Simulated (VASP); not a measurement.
## MgTe (wurtzite): computed properties

The numbers are results of PBE GGA, VASP's PBE PAW potentials (set 64) (plane waves; VASP), not measurements.

* **space group**: P6_3mc (186)
* **cell**: a = 4.6092 Å, b = 4.6092 Å, c = 7.4943 Å, α = 90.00°, β = 90.00°, γ = 120.00°
* **volume per atom**: 34.47 Å^3/atom
* **band gap (over mesh and band path)**: 2.36 eV
* **smallest direct gap (over mesh and band path)**: 2.36 eV
* **Hill bulk modulus**: 34.2 GPa
* **Hill shear modulus**: 12.1 GPa
* **Poisson's ratio**: 0.342
* **band-edge character**: direct, Γ to Γ
* **density**: 3.66 g/cm³
* **optical Γ-point spectrum**: 40 (×2), 114, 225 (×2), 226, 231 (×2), 255 cm⁻¹
* **C11**: 51.6 GPa
* **C12**: 28.1 GPa
* **C13**: 23.2 GPa
* **C33**: 56.0 GPa
* **C44**: 10.6 GPa
* **C66**: 11.8 GPa

```
CELL_PARAMETERS angstrom
      2.30457    -3.99164     0.00000
      2.30457     3.99164     0.00000
      0.00000     0.00000     7.49428
ATOMIC_POSITIONS crystal
  Mg 0.66667 0.33333 0.49975
  Mg 0.33333 0.66667 0.99975
  Te 0.66667 0.33333 0.87625
  Te 0.33333 0.66667 0.37625
```

Measured: a 4.540 Å (computed value off by +1.5 %), c 7.395 Å (computed value off by +1.3 %), as given by Z. Anorg. Allg. Chem. 266, 289 (1951), by the Crystallography Open Database. The calculation is for a static lattice, while the measured a, c hold thermal and zero-point effects, which are part of the difference.  Unless said otherwise, spin-orbit coupling is left out, though it shifts the bands of the heavy elements here.

The compound is MgTe in the wurtzite structure. It was relaxed first. Symmetry was kept, so distortions that lower it aren't found.
